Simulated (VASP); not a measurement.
All values below come from revTPSS meta-GGA, VASP's PBE PAW potentials (set 64) (plane waves; VASP).

Input for VASP

**POSCAR**
```
Ir
1
    0.0000000000     1.9345144639     1.9345144639
    1.9345144639     0.0000000000     1.9345144639
    1.9345144639     1.9345144639     0.0000000000
Ir
1
Direct
  0.0000000000   0.0000000000   0.0000000000
```

KPOINTS:
```
Automatic mesh
0
Gamma
16 16 16
0 0 0
```

**INCAR**
```
# general
SYSTEM   =  Ir
PREC     =  Accurate
ENCUT    =  520
LREAL    =  .FALSE.
LASPH    =  .TRUE.

# electronic loop
EDIFF    =  1E-7
NELM     =  100
ALGO     =  Normal
LMAXMIX  =  6
LMIXTAU  =  .TRUE.

# smearing
ISMEAR   =  1
SIGMA    =  0.1

# functional
METAGGA  =  RTPSS

# ions
ISIF     =  2

# output
LWAVE    =  .FALSE.
LCHARG   =  .FALSE.
```

POTCAR, in this order: Ir (PBE.64 set). Program: vasp_std.

Output

**OSZICAR**
```
       N       E                     dE             d eps       ncg     rms          rms(c)
DAV:   1     0.116680006309E+03    0.11668E+03   -0.51566E+03  2376   0.123E+03
DAV:   2     0.436638536365E+02   -0.73016E+02   -0.71562E+02  2384   0.314E+02
DAV:   3     0.423637686303E+02   -0.13001E+01   -0.12950E+01  3808   0.597E+01
DAV:   4     0.423576843450E+02   -0.60843E-02   -0.60849E-02  3488   0.322E+00
DAV:   5     0.423576648041E+02   -0.19541E-04   -0.19542E-04  3736   0.174E-01    0.166E+01
DAV:   6     0.305826715679E+02   -0.11775E+02   -0.14304E+01  2344   0.500E+01    0.989E+00
DAV:   7     0.308426680704E+02    0.26000E+00   -0.31479E-01  3200   0.773E+00    0.645E+00
DAV:   8     0.311274930133E+02    0.28482E+00   -0.61412E-01  2736   0.105E+01    0.225E+00
DAV:   9     0.311437654000E+02    0.16272E-01   -0.53358E-01  2784   0.994E+00    0.103E+00
DAV:  10     0.311359351860E+02   -0.78302E-02   -0.81107E-03  2536   0.136E+00    0.770E-01
DAV:  11     0.311360502323E+02    0.11505E-03   -0.58711E-02  2736   0.341E+00    0.117E-01
DAV:  12     0.311357987843E+02   -0.25145E-03   -0.37045E-04  2560   0.247E-01    0.123E-01
DAV:  13     0.311357814573E+02   -0.17327E-04   -0.11279E-04  3008   0.150E-01    0.637E-02
DAV:  14     0.311357709556E+02   -0.10502E-04   -0.49930E-05  2696   0.109E-01    0.218E-02
DAV:  15     0.311357669046E+02   -0.40510E-05   -0.13798E-06  2528   0.217E-02    0.113E-02
DAV:  16     0.311357670724E+02    0.16784E-06   -0.75834E-08  1928   0.469E-03    0.696E-03
DAV:  17     0.311357669277E+02   -0.14475E-06   -0.56967E-08  1328   0.237E-03    0.115E-03
DAV:  18     0.311357669312E+02    0.35185E-08   -0.62148E-09  1200   0.118E-03
   1 F= 0.31135767E+02 E0= 0.31135942E+02  d E =-.524345E-03
```

File OUTCAR:
```
------------------------ aborting loop because EDIFF is reached ----------------------------------------
  FORCE on cell =-STRESS in cart. coord.  units (eV):
  Direction    XX          YY          ZZ          XY          YZ          ZX
  --------------------------------------------------------------------------------------
  Total       -0.9362177     -0.9362177     -0.9362177      0.0000000      0.0000000      0.0000000
  in kB     -103.5956451   -103.5956451   -103.5956451      0.0000000      0.0000000      0.0000000
  external PRESSURE =    -103.5956451 kB  Pullay stress =       0.0000000 kB
  volume of cell :       14.48
      direct lattice vectors                 reciprocal lattice vectors
     0.000000000  1.934514464  1.934514464    -0.258462787  0.258462787  0.258462787
     1.934514464  0.000000000  1.934514464     0.258462787 -0.258462787  0.258462787
     1.934514464  1.934514464  0.000000000     0.258462787  0.258462787 -0.258462787
 POSITION                                       TOTAL-FORCE (eV/Angst)
 -----------------------------------------------------------------------------------
      0.00000      0.00000      0.00000         0.000000      0.000000      0.000000
 -----------------------------------------------------------------------------------
    total drift:                                0.000000     -0.000000      0.000000
  FREE ENERGIE OF THE ION-ELECTRON SYSTEM (eV)
  ---------------------------------------------------
  free  energy   TOTEN  =        31.1357669312 eV

  energy  without entropy=       31.1362912766  energy(sigma->0) =       31.13594171
```
(Selected blocks of OUTCAR.)

OUTCAR:
```
 val. band max:        9.8385200441   @ k =   0.3125   0.2500   0.0625

 cond. band min:       9.8683092428   @ k =   0.3750   0.0625   0.0000


 Fermi energy:         9.8600122768

 k-point     1 :       0.0000    0.0000    0.0000
  band No.  band energies     occupation
      1      -0.9571      2.00000
      2       6.1310      2.00000
      3       6.1310      2.00000
      4       6.1310      2.00000
      5       8.6884      2.00000
      6       8.6884      2.00000
      7      24.1753      0.00000
      8      29.6644      0.00000

 k-point     2 :       0.0625    0.0000    0.0000
  band No.  band energies     occupation
      1      -0.7878      2.00000
      2       6.0409      2.00000
      3       6.2043      2.00000
      4       6.2043      2.00000
      5       8.6419      2.00000
      6       8.6419      2.00000
      7      24.4641      0.00000
      8      28.7275      0.00000

 k-point     3 :       0.1250    0.0000    0.0000
  band No.  band energies     occupation
      1      -0.3018      2.00000
      2       5.8193      2.00000
      3       6.3868      2.00000
      4       6.3868      2.00000
      5       8.5527      2.00000
      6       8.5527      2.00000
      7      25.2328      0.00000
      8      27.0295      0.00000

 k-point     4 :       0.1875    0.0000    0.0000
  band No.  band energies     occupation
      1       0.4220      2.00000
      2       5.6042      2.00000
      3       6.5526      2.00000
      4       6.5526      2.00000
      5       8.5749      2.00000
      6       8.5749      2.00000
      7      25.2257      0.00000
      8      26.1986      0.00000

 k-point     5 :       0.2500    0.0000    0.0000
  band No.  band energies     occupation
      1       1.2059      2.00000
      2       5.6229      2.00000
      3       6.5474      2.00000
      4       6.5474      2.00000
      5       8.8812      2.00000
      6       8.8812      2.00000
      7      23.4947      0.00000
...
```

Unless said otherwise, spin-orbit coupling is left out, though it shifts the bands of the heavy elements here.

The compound is Ir in the fcc structure. This cell is one point of a volume scan, at 1.03 of the reference volume.
